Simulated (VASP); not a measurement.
Calculation: PBEsol GGA, VASP's PBE PAW potentials (set 64) (plane waves; VASP).

VASP input:

**INCAR**
```
! general
SYSTEM =Ho
PREC   =Accurate
ENCUT  =480
LREAL  =.FALSE.
LASPH  =.TRUE.

! electronic loop
EDIFF  =1E-7
NELM   =100
ALGO   =Normal
LMAXMIX=6

! smearing
ISMEAR =1
SIGMA  =0.1

! functional
GGA    =PS

! ions
ISIF   =2

! output
LWAVE  =.FALSE.
LCHARG =.FALSE.
```

KPOINTS:
```
Automatic mesh
0
Gamma
10 10 10
0 0 0
```

File POSCAR:
```
Ho
3.1456760
  0.9999998998   0.0000000000   0.0000000000
  0.0000000000   0.9999998998   0.0000000000
  0.0000000000   0.0000000000   0.9999998998
Ho
1
Cartesian
  0.0000000000   0.0000000000   0.0000000000
```

POTCAR, in this order: Ho_3 (PBE.64 set). Program: vasp_std.

The run wrote:

**OSZICAR**
```
       N       E                     dE             d eps       ncg     rms          rms(c)
DAV:   1     0.690230855971E+01    0.69023E+01   -0.44193E+03  1072   0.905E+02
DAV:   2    -0.391427336770E+01   -0.10817E+02   -0.10239E+02  1336   0.107E+02
DAV:   3    -0.412102982449E+01   -0.20676E+00   -0.19630E+00  1152   0.122E+01
DAV:   4    -0.412526324011E+01   -0.42334E-02   -0.42474E-02  1512   0.258E+00
DAV:   5    -0.412526780863E+01   -0.45685E-05   -0.45686E-05  1144   0.743E-02    0.139E+01
DAV:   6    -0.412774676188E+01   -0.24790E-02   -0.14630E-02  1472   0.162E+00    0.826E+00
DAV:   7    -0.413445992918E+01   -0.67132E-02   -0.21731E-02  1416   0.205E+00    0.201E-01
DAV:   8    -0.413409974293E+01    0.36019E-03   -0.17439E-03  1464   0.421E-01    0.165E-01
DAV:   9    -0.413410618531E+01   -0.64424E-05   -0.17775E-05  1312   0.575E-02    0.147E-02
DAV:  10    -0.413410399948E+01    0.21858E-05   -0.40750E-06  1488   0.235E-02    0.590E-03
DAV:  11    -0.413410398936E+01    0.10124E-07   -0.99102E-08   784   0.301E-03
   1 F= -.41341040E+01 E0= -.41346122E+01  d E =0.152459E-02
```

OUTCAR:
```
------------------------ aborting loop because EDIFF is reached ----------------------------------------
  FORCE on cell =-STRESS in cart. coord.  units (eV):
  Direction    XX          YY          ZZ          XY          YZ          ZX
  --------------------------------------------------------------------------------------
  Total        0.1041285      0.1041285      0.1041285      0.0000000     -0.0000000      0.0000000
  in kB        5.3596729      5.3596729      5.3596729      0.0000000     -0.0000000      0.0000000
  external PRESSURE =       5.3596729 kB  Pullay stress =       0.0000000 kB
  volume of cell :       31.13
      direct lattice vectors                 reciprocal lattice vectors
     3.145675685  0.000000000  0.000000000     0.317896726  0.000000000  0.000000000
     0.000000000  3.145675685  0.000000000     0.000000000  0.317896726  0.000000000
     0.000000000  0.000000000  3.145675685     0.000000000  0.000000000  0.317896726
 POSITION                                       TOTAL-FORCE (eV/Angst)
 -----------------------------------------------------------------------------------
      0.00000      0.00000      0.00000         0.000000      0.000000      0.000000
 -----------------------------------------------------------------------------------
    total drift:                                0.000000      0.000000     -0.000000
  FREE ENERGIE OF THE ION-ELECTRON SYSTEM (eV)
  ---------------------------------------------------
  free  energy   TOTEN  =        -4.1341039894 eV

  energy  without entropy=       -4.1356285753  energy(sigma->0) =       -4.13461218
```
(Selected blocks of OUTCAR.)

The 4f electrons are frozen in the core of the lanthanide potential, so 4f levels, which can set the real gap, and their magnetism are missing.

The structure was generated: Ho was put into the simple-cubic type (Pm-3m), which need not be its known phase. This cell was strained or had an atom moved on purpose.
